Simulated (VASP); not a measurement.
Calculation: PBE GGA with D4 dispersion, VASP's PBE PAW potentials (set 64) (plane waves; VASP).

The input files of a VASP run:

### POSCAR
```
TiO2
1.0
 -1.8938220822   1.8938220822   4.8085738565
  1.8938220822  -1.8938220822   4.8085738565
  1.8938220822   1.8938220822  -4.8085738565
Ti O
2 4
Cart
 -0.0000000000   1.8938220822   2.4042869282
  0.0000000000   0.0000000000   9.6171477130
  0.0000000000   1.8938220822   0.4087373601
  1.8938220822   1.8938220822   2.8130242884
  1.8938220822   1.8938220822  -2.8130242884
  0.0000000000   1.8938220822   4.3998364964
```

**KPOINTS**
```
Automatic mesh
0
Gamma
8 8 8
0 0 0
```

INCAR:
```
! general
SYSTEM  = TiO2
PREC    = Accurate
ENCUT   = 520
LREAL   = .FALSE.
LASPH   = .TRUE.

! electronic loop
EDIFF   = 1E-7
NELM    = 100
ALGO    = Normal
LMAXMIX = 4

! smearing
ISMEAR  = 0
SIGMA   = 0.05

! functional
GGA     = PE
IVDW    = 13

! ions
IBRION  = 2
NSW     = 30
ISIF    = 4
EDIFFG  = -0.01

! output
LWAVE   = .FALSE.
LCHARG  = .FALSE.
```

POTCAR, in this order: Ti_sv O (PBE.64 set). Program: vasp_std.

Output

**OSZICAR**
```
       N       E                     dE             d eps       ncg     rms          rms(c)
DAV:   1     0.687589954462E+03    0.68759E+03   -0.25030E+04  3304   0.199E+03
DAV:   2     0.447207124337E+02   -0.64287E+03   -0.62301E+03  3740   0.575E+02
DAV:   3    -0.658262439163E+02   -0.11055E+03   -0.10767E+03  4980   0.215E+02
DAV:   4    -0.709402898954E+02   -0.51140E+01   -0.51091E+01  4568   0.485E+01
DAV:   5    -0.711688258047E+02   -0.22854E+00   -0.22848E+00  4676   0.826E+00    0.326E+01
DAV:   6    -0.543161559036E+02    0.16853E+02   -0.12015E+02  4220   0.104E+02    0.120E+01
DAV:   7    -0.539063498264E+02    0.40981E+00   -0.17117E+01  4292   0.328E+01    0.797E+00
DAV:   8    -0.539874616008E+02   -0.81112E-01   -0.38058E+00  4208   0.184E+01    0.379E+00
DAV:   9    -0.538435917056E+02    0.14387E+00   -0.14017E+00  4476   0.105E+01    0.105E+00
DAV:  10    -0.538542718304E+02   -0.10680E-01   -0.10824E-01  3936   0.250E+00    0.399E-01
DAV:  11    -0.538515561285E+02    0.27157E-02   -0.18472E-02  4020   0.882E-01    0.627E-02
DAV:  12    -0.538517784340E+02   -0.22231E-03   -0.14808E-03  4556   0.371E-01    0.115E-01
DAV:  13    -0.538516586866E+02    0.11975E-03   -0.75187E-04  4616   0.225E-01    0.149E-02
DAV:  14    -0.538516632145E+02   -0.45279E-05   -0.23558E-05  4176   0.395E-02    0.451E-03
DAV:  15    -0.538516641929E+02   -0.97843E-06   -0.15333E-06  4712   0.883E-03    0.395E-03
DAV:  16    -0.538516642187E+02   -0.25799E-07   -0.17981E-06  4652   0.130E-02    0.116E-03
DAV:  17    -0.538516641877E+02    0.31042E-07   -0.87894E-08  2316   0.242E-03
   1 F= -.54967481E+02 E0= -.54967481E+02  d E =-.549675E+02
```

### OUTCAR
```
------------------------ aborting loop because EDIFF is reached ----------------------------------------
  Edisp (eV):   -1.11582
  FORCE on cell =-STRESS in cart. coord.  units (eV):
  Direction    XX          YY          ZZ          XY          YZ          ZX
  --------------------------------------------------------------------------------------
  Total      -0.07036    -0.07036    -0.06106     0.00000     0.00000     0.00000
  in kB      -1.63411    -1.63411    -1.41800     0.00000     0.00000     0.00000
  external pressure =       -1.56 kB  Pullay stress =        0.00 kB
  volume of cell :       68.98
      direct lattice vectors                 reciprocal lattice vectors
    -1.893822082  1.893822082  4.808573856     0.000000000  0.264016353  0.103980934
     1.893822082 -1.893822082  4.808573856     0.264016353  0.000000000  0.103980934
     1.893822082  1.893822082 -4.808573856     0.264016353  0.264016353  0.000000000
 POSITION                                       TOTAL-FORCE (eV/Angst)
 -----------------------------------------------------------------------------------
     -0.00000      1.89382      2.40429         0.000000      0.000000     -0.000000
      0.00000      0.00000      0.00000        -0.000000     -0.000000     -0.000000
      0.00000      1.89382      0.40874        -0.000000      0.000000      0.000919
      0.00000      0.00000      7.62160         0.000000     -0.000000      0.000919
      0.00000      0.00000      1.99555         0.000000     -0.000000     -0.000919
      0.00000      1.89382      4.39984        -0.000000      0.000000     -0.000919
 -----------------------------------------------------------------------------------
    total drift:                                0.000000      0.000000     -0.000000
  FREE ENERGIE OF THE ION-ELECTRON SYSTEM (eV)
  ---------------------------------------------------
  free  energy   TOTEN  =       -54.9674812644 eV

  energy  without entropy=      -54.9674812643  energy(sigma->0) =      -54.96748126

 reached required accuracy - stopping structural energy minimisation
```
(Selected blocks of OUTCAR.)

The compound is TiO2 in the anatase structure, one of several forms; rutile is the usual stable one. It was relaxed first.
